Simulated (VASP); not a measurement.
These are PBE GGA, VASP's PBE PAW potentials (set 64) (plane waves; VASP 6.6.1) values and carry that method's errors.

Input for VASP

### INCAR
```
# general
SYSTEM = BN
PREC   = Low
ENCUT  = 520
LREAL  = .FALSE.
LASPH  = .TRUE.

# electronic loop
EDIFF  = 1E-6
NELM   = 100
ALGO   = Normal

# smearing
ISMEAR = 0
SIGMA  = 0.05

# functional
GGA    = PE

# ions
ISIF   = 2

# output
LWAVE  = .FALSE.
LCHARG = .FALSE.
```

File POSCAR:
```
BN
1
    1.3005000000    -2.2525320000     0.0000000000
    1.3005000000     2.2525320000     0.0000000000
    0.0000000000     0.0000000000     4.3044000000
B N
2 2
Direct
  0.6666670000   0.3333330000   0.5000000000
  0.3333330000   0.6666670000   0.0000000000
  0.6666670000   0.3333330000   0.8750000000
  0.3333330000   0.6666670000   0.3750000000
```

### KPOINTS
```
Automatic mesh
0
Gamma
9 9 5
0 0 0
```

POTCAR, in this order: B N (PBE.64 set). Program: vasp_std.

Q: What will the output report for the number of irreducible k-points (NKPTS), number of bands (NBANDS), largest plane-wave count, number of space-group operations, FFT grid (NGX, NGY, NGZ)?

A: 
```json
{
  "number of irreducible k-points (NKPTS)": "36",
  "number of bands (NBANDS)": "12",
  "largest_plane_wave_count": "701",
  "number_of_space_group_operations": "12",
  "FFT grid (NGX, NGY, NGZ)": "16 × 16 × 24"
}
```

The compound is BN in the wurtzite structure, a metastable high-pressure form. The cell was not relaxed at this level. The run is one of a series of settings (PREC = Low against the base run), some of them coarse on purpose.
